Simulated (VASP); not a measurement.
Consider the following.

```
WSe
1.0
    0.00000     2.79427     2.79427
    2.79427     0.00000     2.79427
    2.79427     2.79427     0.00000
W Se
1 1
Direct
  0.00000   0.00000   0.00000
  0.25000   0.25000   0.25000
```

These are PBEsol GGA, VASP's PBE PAW potentials (set 64) (plane waves; VASP) values and carry that method's errors. Settings: 400 eV cut-off, Gaussian smearing of 0.050 eV, potentials W_sv Se.

### Question
Give the energies of bands 6 to 13 at the high-symmetry points, in eV from the Fermi level.

### Answer

| band | Γ | X | U | L | W |
|---|---|---|---|---|---|
| 6 | -5.37 | -6.96 | -6.42 | -6.44 | -5.91 |
| 7 | -5.37 | -4.21 | -5.05 | -4.96 | -5.78 |
| 8 | -5.37 | -4.21 | -4.43 | -4.96 | -4.20 |
| 9 | -0.52 | -1.84 | -1.87 | -0.20 | -1.97 |
| 10 | -0.52 | -0.47 | -0.21 | -0.11 | -0.70 |
| 11 | 0.52 | 0.49 | -0.13 | -0.11 | 0.25 |
| 12 | 4.85 | 0.92 | 1.72 | 2.43 | 1.33 |
| 13 | 4.85 | 0.92 | 1.95 | 2.43 | 2.58 |

It has no gap at this level: it comes out as a metal or semimetal.

The structure was generated: WSe was put into the zinc blende type (F-43m), which need not be its known phase. It was relaxed first, which changed the volume by -37 %.
